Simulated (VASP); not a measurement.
Calculation: PBE GGA, VASP's PBE PAW potentials (set 64) (plane waves; VASP 6.6.1).

A VASP calculation is set up with these files.

POSCAR:
```
Re
1
    1.3584130000    -2.4583340000     0.0000000000
    1.3584130000     2.4583340000     0.0000000000
    0.0000000000     0.0000000000     4.3408590000
Re
2
Direct
  0.3333330000   0.6666670000   0.2500000000
  0.6858190000   0.3524850000   0.7500000000
```

### INCAR
```
SYSTEM  =  Re
PREC  =  Accurate; ENCUT  =  400; LREAL  =  .False.
LASPH  =  .True.; KSPACING  =  0.35; KGAMMA  =  .True.
EDIFF  =  1E-6; NELM  =  100; ALGO  =  Normal
LMAXMIX  =  6
ISMEAR  =  1; SIGMA  =  0.1
GGA  =  PE
ISIF  =  2
LWAVE  =  .False.; LCHARG  =  .False.
```

POTCAR, in this order: Re (PBE.64 set). Program: vasp_std.

**Question.** What will the output report for the number of irreducible k-points (NKPTS), number of bands (NBANDS), largest plane-wave count, number of space-group operations, FFT grid (NGX, NGY, NGZ)?

**Answer.** 
```
Item                                           Value
--------------------------------------  ------------
number of irreducible k-points (NKPTS)           102
number of bands (NBANDS)                          11
largest plane-wave count                         547
number of space-group operations                   4
FFT grid (NGX, NGY, NGZ)                18 × 18 × 28
```

The compound is Re in the hcp structure. The cell was not relaxed at this level, atoms are displaced from their ideal sites. The run is one of a series of settings (KGAMMA = .TRUE., KSPACING = 0.35, KPOINTS file removed against the base run), some of them coarse on purpose.
